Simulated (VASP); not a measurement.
An input for Ansatz (written as the equivalent of a VASP run, and not itself run):

Ansatz 0.2 input:
```yaml
crystal:
  lattice:
    - [4.4758463, 0.0000000, 0.0000000]
    - [0.0000000, 4.4758463, 0.0000000]
    - [0.0000000, 0.0000000, 12.6454725]
  atoms:
    - { symbol: Ge, position: [0.0000000, 0.0000000, 0.0000000] }
    - { symbol: Te, position: [0.0000000, 0.0000000, 0.2373612] }
    - { symbol: Te, position: [0.0000000, 0.0000000, 0.7626388] }
    - { symbol: Te, position: [0.5000000, 0.5000000, 0.0000000] }
    - { symbol: Te, position: [0.5000000, 0.5000000, 0.5000000] }
    - { symbol: Pb, position: [0.5000000, 0.5000000, 0.7531770] }
    - { symbol: Pb, position: [0.5000000, 0.5000000, 0.2468230] }
    - { symbol: Pb, position: [0.0000000, 0.0000000, 0.5000000] }
kpoints:
  mp_grid: { grid: [5, 5, 2] }
hamiltonian:
  xc: r2scan
  pseudopotentials: { kind: paw }
scf:
  occupations: { method: gaussian, width: 0.05 }
  max_iter: 100
relax:
  max_steps: 60
  f_tol: 0.02
  cell: {}
output: { forces: true, stress: true, eigenvalues: true }
```

Q: Translate this input to VASP (INCAR, KPOINTS, POSCAR, choice of POTCAR).

A: One answer among several that fit: 
**POSCAR**
```
GeTe4Pb3
1.0
  4.4758462807   0.0000000000   0.0000000000
  0.0000000000   4.4758462807   0.0000000000
  0.0000000000   0.0000000000  12.6454724903
Ge Te Pb
1 4 3
Cart
  0.0000000000   0.0000000000   0.0000000000
  0.0000000000   0.0000000000   3.0015449535
  0.0000000000   0.0000000000   9.6439275368
  2.2379231403   2.2379231403   0.0000000000
  2.2379231403   2.2379231403   6.3227362451
  2.2379231403   2.2379231403   9.5242791223
  2.2379231403   2.2379231403   3.1211933680
  0.0000000000   0.0000000000   6.3227362451
```

INCAR:
```
SYSTEM = GeTe4Pb3
PREC = Accurate
ENCUT = 400
EDIFF = 1E-6
NELM = 100
ALGO = Normal
LREAL = .FALSE.
LASPH = .TRUE.
ISMEAR = 0
SIGMA = 0.05
METAGGA = R2SCAN
LMIXTAU = .TRUE.
LMAXMIX = 4
LWAVE = .FALSE.
LCHARG = .FALSE.
IBRION = 2
ISIF = 3
NSW = 60
EDIFFG = -0.02
```

**KPOINTS**
```
Automatic mesh
0
Gamma
 5 5 2
```

POTCAR, in this order: Ge_d Te Pb_d (PBE.64 set). Program: vasp_std.

The two are equivalent in intent, not identical: each code has its own PAW files, so the cut-off isn't converted (ENCUT is set for VASP's; basis.ecutwfc is left out, and Ansatz then takes the one that its files recommend); Ansatz stops its SCF on the density residual and VASP on the energy change (EDIFF).

The structure comes from a computed database's GeTe4Pb3 entry (P4/mmm); how it stands against other phases isn't given here. This run relaxes it. Symmetry was kept, so distortions that lower it aren't found. The start is the result of an earlier pass.
